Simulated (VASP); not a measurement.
Given:

```
AlFe
1.0
    2.91021     0.00000     0.00000
    0.00000     2.85245     0.00000
    0.00000     0.00000     2.89700
Al Fe
1 1
Direct
  0.50000   0.50000   0.50000
  0.00936   0.00000   0.00000
```

All values below come from PBE GGA, VASP's PBE PAW potentials (set 64) (plane waves; VASP 6.6.1). Settings: 400 eV cut-off, 11×12×11 Γ-centred mesh, Gaussian smearing of 0.20 eV, potentials Al Fe.

**Question.** Predict the energy per atom (σ→0), pressure, largest force, band gap (on the k-mesh) with the smallest direct gap where there is one.

**Answer.** 
| Quantity | Result |
|---|---|
| band gap (on the k-mesh) | none (metal, semimetal or under 0.01 eV) |
| energy per atom (σ→0) | -6.302 eV/atom |
| pressure | -3.10 GPa |
| largest force | 0.209 eV/Å |

Only differences to runs with the same potentials and settings are physical.

The compound is FeAl in the CsCl type structure. The cell was not relaxed at this level, atoms are displaced from their ideal sites. The run is one of a series of settings (ISMEAR = 0, SIGMA = 0.2 against the base run), some of them coarse on purpose. The run is not spin-polarised, so no magnetic state was tried. The electron count is odd and the run is not spin-polarised, which forces a metal.
